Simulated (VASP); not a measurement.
Input:

```
NaI
1.0
    0.00000     3.23128     3.23128
    3.23128     0.00000     3.23128
    3.23128     3.23128     0.00000
Na I
1 1
Direct
  0.00000   0.00000   0.00000
  0.50000   0.50000   0.50000
```

Computed with vdW-DF-cx, VASP's PBE PAW potentials (set 64) (plane waves; VASP). Settings: 520 eV cut-off, 8×8×8 Γ-centred mesh, tetrahedra with Blöchl corrections, potentials Na_pv I.

Unless said otherwise, spin-orbit coupling is left out, though it shifts the bands of the heavy elements here.

Task: What does the run give for the energy per atom (σ→0), band gap (on the k-mesh) with the smallest direct gap where there is one?

Result: 
```
Property                                     Result
-----------------------------------  --------------
band gap (on the k-mesh)                    3.73 eV
smallest direct gap (on the k-mesh)         3.73 eV
energy per atom (σ→0)                -0.677 eV/atom
```

Total energies compare only between runs with the same potentials, cut-off and functional.

The compound is NaI in the rock salt structure. It was relaxed first.
